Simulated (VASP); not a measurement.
An input for Ansatz (written as the equivalent of a VASP run, and not itself run):

Ansatz 0.2 input:
```yaml
crystal:
  lattice:
    - [1.5404141, -2.6680759, 0.0000000]
    - [1.5404141, 2.6680759, 0.0000000]
    - [0.0000000, 0.0000000, 4.9719719]
  atoms:
    - { symbol: Zn, position: [0.6666670, 0.3333330, 0.5015474] }
    - { symbol: Zn, position: [0.3333330, 0.6666670, 0.0015474] }
    - { symbol: O, position: [0.6666670, 0.3333330, 0.8804526] }
    - { symbol: O, position: [0.3333330, 0.6666670, 0.3804526] }
kpoints:
  mp_grid: { grid: [8, 8, 5] }
hamiltonian:
  xc: pbesol
  pseudopotentials: { kind: paw }
scf:
  occupations: { method: gaussian, width: 0.05 }
  max_iter: 100
relax:
  max_steps: 40
  f_tol: 0.02
  cell: { p_target: 45 }
output: { forces: true, stress: true, eigenvalues: true }
```

Write the VASP files for the same calculation (PBEsol).

Several could match; the one computed here: 
### KPOINTS
```
Automatic mesh
0
Gamma
8 8 5
0 0 0
```

POSCAR:
```
ZnO
1.0
  1.5404140589  -2.6680758687   0.0000000000
  1.5404140589   2.6680758687   0.0000000000
  0.0000000000   0.0000000000   4.9719718852
Zn O
2 2
Cartesian
  1.5404140589  -0.8893604016   2.4936795341
  1.5404140589   0.8893604016   0.0076935915
  1.5404140589  -0.8893604016   4.3775856112
  1.5404140589   0.8893604016   1.8915996686
```

INCAR:
```
# general
SYSTEM =ZnO
PREC   =Accurate
ENCUT  =620   # plane-wave cut-off (eV)
LREAL  =.FALSE.   # projection in real space or not
LASPH  =.TRUE.   # aspherical one-centre terms

# electronic loop
EDIFF  =1E-6   # SCF stop (eV)
NELM   =100   # most electronic steps
ALGO   =Normal
LMAXMIX=4   # l cut-off of mixed one-centre charges

# smearing
ISMEAR =0
SIGMA  =0.05   # width (eV)

# functional
GGA    =PS

# ions
IBRION =2   # conjugate gradients
NSW    =40   # most ionic steps
ISIF   =3
EDIFFG =-0.02   # ionic stop
PSTRESS=450

# output
LWAVE  =.FALSE.
LCHARG =.FALSE.
```

POTCAR, in this order: Zn O (PBE.64 set). Program: vasp_std.

The two are equivalent in intent, not identical: each code has its own PAW files, so the cut-off isn't converted (ENCUT is set for VASP's; basis.ecutwfc is left out, and Ansatz then takes the one that its files recommend); Ansatz stops its SCF on the density residual and VASP on the energy change (EDIFF).

The compound is ZnO in the wurtzite structure. This run relaxes it under an external pressure of 45 GPa. Symmetry was kept, so distortions that lower it aren't found.
